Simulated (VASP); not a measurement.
Given:

```
GdN
1.0
    0.00000     2.48228     2.48228
    2.48228     0.00000     2.48228
    2.48228     2.48228     0.00000
Gd N
1 1
Direct
  0.00000   0.00000   0.00000
  0.50000   0.50000   0.50000
```

Computed with r2SCAN meta-GGA, VASP's PBE PAW potentials (set 64) (plane waves; VASP). Run with 600 eV cut-off, 8×8×8 Γ-centred mesh, Gaussian smearing of 0.050 eV, potentials Gd_3 N.

The 4f electrons are frozen in the core of the lanthanide potential, so 4f levels, which can set the real gap, and their magnetism are missing.

Each row applies one change to this cell, which was relaxed at other settings and keeps the small stress of the first row; at a fixed cut-off the stress holds a Pulay part, so it need not integrate to ΔE exactly. Stress is in GPa, positive when the cell is compressed; gaps are those on the k-mesh, and 0.00 means metallic.

```csv
change,ΔE (meV/atom),σxx,σyy,σzz,"largest shear component, with its sign (GPa)",largest force (eV/Å),gap (eV)
none,0.0,0.04,0.04,0.04,0.00,0.000,0.32
uniaxial strain of +2.0 % along z,(withheld),(withheld),(withheld),(withheld),(withheld),(withheld),(withheld)
atom 1 (Gd) moved by 0.100 Å along y,1.8,-0.42,1.67,-0.42,0.00,0.132,0.39
uniaxial strain of +0.5 % along x,0.4,-1.65,-0.42,-0.42,0.00,0.000,0.31
uniaxial strain of +4.0 % along x,(withheld),(withheld),(withheld),(withheld),(withheld),(withheld),(withheld)
biaxial strain of -2.0 % in the xz plane,17.6,9.65,3.48,9.65,0.00,0.000,0.17
biaxial strain of +0.5 % in the xy plane,0.9,-2.06,-2.06,-0.87,0.00,0.000,0.31
shear strain γ_xy = +0.5 %,0.1,0.00,0.00,-0.01,-0.61,0.000,0.31
isotropic strain of +1.5 %,15.1,-6.83,-6.83,-6.83,0.00,0.000,0.40
```

Complete the blanks.

- uniaxial strain of +4.0 % along x, ΔE (meV/atom): 21.5
- uniaxial strain of +4.0 % along x, σxx: -10.55
- uniaxial strain of +4.0 % along x, σyy: -3.07
- uniaxial strain of +4.0 % along x, σzz: -3.07
- uniaxial strain of +4.0 % along x, largest shear component, with its sign (GPa): 0.00
- uniaxial strain of +4.0 % along x, largest force (eV/Å): 0.000
- uniaxial strain of +4.0 % along x, gap (eV): 0.30
- uniaxial strain of +2.0 % along z, ΔE (meV/atom): 5.8
- uniaxial strain of +2.0 % along z, σxx: -1.61
- uniaxial strain of +2.0 % along z, σyy: -1.61
- uniaxial strain of +2.0 % along z, σzz: -5.97
- uniaxial strain of +2.0 % along z, largest shear component, with its sign (GPa): 0.00
- uniaxial strain of +2.0 % along z, largest force (eV/Å): 0.000
- uniaxial strain of +2.0 % along z, gap (eV): 0.31

Failed runs are left out, and for metals the shear rows, which the mesh's noise covers.

The compound is GdN in the rock salt structure.
